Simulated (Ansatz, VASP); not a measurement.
# ZrC (wurtzite type (invented)): VASP beside Ansatz, part 2 of 2

Wanted: the spread between two codes on one cell, functional and k mesh. The cell is generated by rule, not measured, and may not be a known phase. Of the first pair: The two relaxations start from unlike cells of this crystal (the structure described is Ansatz's start), so only their ends are compared.

VASP 6.6.1 and Ansatz 0.2.0.

So far: The starting structure; Ansatz: relaxation of cell and atoms, PBEsol, pair 1; VASP: relaxation of cell and atoms, PBEsol, pair 1; Side by side.

### 5. VASP: relaxation of cell and atoms, PBEsol, pair 2

Level of this step: PBEsol; plane waves and PAW (Zr_sv, C); invented cell (VASP).

The relaxed volume is the usual yardstick between codes: in a stiff, nearly cubic crystal its relative difference is about their pressure difference at one cell divided by the bulk modulus. Its start cell is another than that of the pair before, and may be another structure of the material.

INCAR

```
SYSTEM = ZrC
PREC = Accurate
ENCUT = 600
EDIFF = 1E-07
NELM = 120
ISMEAR = 0
SIGMA = 0.1
LREAL = .FALSE.
ALGO = Normal
GGA = PS
NBANDS = 22
LASPH = .TRUE.
LORBIT = 11
LWAVE = .FALSE.
LCHARG = .FALSE.
ISIF = 3
IBRION = 2
NSW = 80
EDIFFG = -0.005
GGA_COMPAT = .FALSE.
NELMIN = 4
KPAR = 2
```

POSCAR

```
ZrC
1.0
    3.8527130000      0.0000000000      0.0000000000
   -1.9263570000      3.3365470000      0.0000000000
    0.0000000000      0.0000000000      4.6892930000
Zr C
2 2
Direct
    0.3333334698      0.6666667666      0.9451066504
    0.6666665302      0.3333332334      0.4451067570
    0.3333334698      0.6666667666      0.4298933763
    0.6666665302      0.3333332334      0.9298934829
```

KPOINTS

```
Automatic mesh
0
Gamma
12 12 10
0 0 0
```

PAW data sets: Zr_sv and C (PBE family, release 64).

The run is started by

```sh
> mpirun -np 2 vasp_std
```

Numbers of over 12 decimals in the logs are rounded to 6 here.

The program printed:

```text
[banner, memory and clock lines left out]
running    2 mpi-ranks, on    1 nodes
[...]
[... a notice as in an earlier step ...]

 LDA part: xc-table for (Slater+PW92), standard interpolation
 POSCAR, INCAR and KPOINTS ok, starting setup
[...]
entering main loop
       N       E                     dE             d eps       ncg     rms          rms(c)
DAV:   1     0.291422952920E+03    0.29142E+03   -0.18315E+04  5016   0.160E+03
DAV:   2    -0.206504237276E+02   -0.31207E+03   -0.29588E+03  5782   0.419E+02
DAV:   3    -0.463681449687E+02   -0.25718E+02   -0.25285E+02  8882   0.971E+01
DAV:   4    -0.475916928741E+02   -0.12235E+01   -0.12223E+01  6780   0.203E+01
[...]
DAV:  12    -0.398790891359E+02    0.81199E-05   -0.18121E-05  6720   0.373E-02    0.495E-03
DAV:  13    -0.398790894974E+02   -0.36157E-06   -0.10226E-06  6886   0.843E-03    0.133E-03
DAV:  14    -0.398790894819E+02    0.15493E-07   -0.64850E-08  4170   0.211E-03
   1 F= -.39879089E+02 E0= -.39878260E+02  d E =-.398791E+02
[... from here on, the cycles between the ionic steps are left out ...]
   2 F= -.39881920E+02 E0= -.39881113E+02  d E =-.283070E-02
   3 F= -.39884067E+02 E0= -.39883272E+02  d E =-.497766E-02
   4 F= -.39885313E+02 E0= -.39884472E+02  d E =-.124565E-02
   5 F= -.39885363E+02 E0= -.39884506E+02  d E =-.129537E-02
   6 F= -.39885362E+02 E0= -.39884504E+02  d E =-.129506E-02
   7 F= -.39885377E+02 E0= -.39884512E+02  d E =-.151169E-04
   8 F= -.39885398E+02 E0= -.39884507E+02  d E =-.356128E-04
   9 F= -.39885407E+02 E0= -.39884514E+02  d E =-.928479E-05
 trial-energy change:   -0.000009  1 .order   -0.000009   -0.000018   -0.000001
 step:   0.7081(harm=  0.7081)  dis= 0.00034  next Energy=   -39.885407 (dE=-0.943E-05)
 reached required accuracy - stopping structural energy minimisation
```

OUTCAR, selected parts (step 5):

```text
  Total       -0.0107245     -0.0107245     -0.0099598      0.0000000      0.0000000      0.0000000
  in kB       -0.2850108     -0.2850107     -0.2646871      0.0000000      0.0000000      0.0000000
  external PRESSURE =      -0.2782362 kB  Pullay stress =       0.0000000 kB

 POSITION                                       TOTAL-FORCE (eV/Angst)
 -----------------------------------------------------------------------------------
     -0.00000      2.22833      4.38948        -0.000000     -0.000000     -0.001577
      1.92979      1.11417      2.05288         0.000000      0.000000     -0.001577
     -0.00000      2.22833      2.03616        -0.000000      0.000000      0.001577
      1.92979      1.11417      4.37276         0.000000     -0.000000      0.001577
 -----------------------------------------------------------------------------------
    total drift:                                0.000000      0.000000     -0.000042

  FREE ENERGIE OF THE ION-ELECTRON SYSTEM (eV)
  ---------------------------------------------------
  free  energy   TOTEN  =       -39.8854070992 eV

  energy  without entropy=      -39.8836202646  energy(sigma->0) =      -39.88451368

[... 1 part as in an earlier step ...]

[... 3 further parts left out ...]
[key lines of the parts left out:]
E-fermi :   7.4643
```

### 6. Ansatz: relaxation of cell and atoms, PBEsol, pair 2

The same cell, functional, mesh and smearing now go to Ansatz, which takes its cutoff from its data sets.

The cell is taken from a series of runs on this material, whose earlier steps may have relaxed, scaled, displaced or heated it; both programs get it as it stands.

input.yaml

```yaml
crystal:
  lattice:
    - [3.8527125401, 2.769e-07, 0.0]
    - [-1.9263565098, 3.3365467947, 0.0]
    - [0.0, 0.0, 4.6892934528]
  atoms:
    - { symbol: Zr, position: [0.3333333333, 0.6666666667, -0.0548933436] }
    - { symbol: Zr, position: [0.6666666667, 0.3333333333, 0.4451066564] }
    - { symbol: C, position: [0.3333333333, 0.6666666667, 0.4298933436] }
    - { symbol: C, position: [0.6666666667, 0.3333333333, 0.9298933436] }
kpoints:
  mp_grid: { grid: [12, 12, 10] }
hamiltonian:
  xc: pbesol
scf:
  occupations: { method: gaussian, width: 0.1 }
output:
  forces: true
  stress: true
  eigenvalues: true
relax:
  adjacent_minimum: "off"
  f_tol: 0.005
  max_steps: 80
  cell: { stress_tol: 0.05 }
```

The run is started by

```sh
> ansatz run input.yaml --threads 2 --pin off --max-ram 5120MiB --backend cpu --events-out ev --progress --plain --runs-dir out
```

The program printed:

```text
[...]
Crystal: 4 atoms, lattice volume = 60.280 Å³
Basis set: ecut = 420 eV, 1155 PW (Γ), exchange–correlation on 54×54×64 points (8 copies of the dense FFT grid, shifted against one another)
Bands: 20, of which v1, the nominal top of the filled ones, is band 16 counted from 1 (15 counted from 0)
Symmetry: 12 space group operations
[...]
--- Relaxed structure (5 steps of the walk, 5 accepted, 1 SCFs on fresh bases) ---
[...]
cell:  # Å, volume = 60.2044 Å³
    - [3.857781, 2.772339931173947e-7, 0]
    - [-1.928891, 3.340937, 0]
    - [0, 0, 4.671132]
  atoms:
    - { symbol: Zr, position: [0.333333, 0.666667, -0.060825] }
    - { symbol: Zr, position: [0.666667, 0.333333, 0.439175] }
    - { symbol: C, position: [0.333333, 0.666667, 0.435825] }
    - { symbol: C, position: [0.666667, 0.333333, 0.935825] }
[key lines of the parts left out:]
SCF converged after 5 iterations
Free energy (F): -8753.080443 eV
Fermi energy:    12.008470 eV
P = ⅓ Tr σ = -0.0049 GPa (-0.049 kbar)
```

### 7. Side by side

The two programs side by side:

```
                                         quantity  Ansatz   VASP  difference
                                      volume (Å³)   60.20  60.29     -0.14 %
edge a after relaxation, in the typed setting (Å)   3.858  3.860     -0.05 %
edge c after relaxation, in the typed setting (Å)   4.671  4.673     -0.04 %
```

### 8. Results

```
difference in volume (relaxation of cell and atoms, PBEsol, pair 1) : -0.037 %
difference in volume (relaxation of cell and atoms, PBEsol, pair 2) : -0.14 %
```

What this shows: The difference in volume is -0.14 % (relaxation of cell and atoms, PBEsol, pair 2), within the 1.2 % picked in this series as the mark of a large difference, as far as the stopping tolerances let one tell. How closely two codes agree says nothing of how well the functional describes the real material.

[Lines on the potential files, build, host, timing and source positions are cut from VASP's logs without a mark.]

[Logs are printed without paths, hosts, clocks, repeated set-up lines and the standing remarks that a program may print on its own settings, such as how far it seeks lower states.]

[Hosts, paths, dates, database ids (printed as entryN), source tags and the programs' standing remarks are cut or masked in the printed files.]
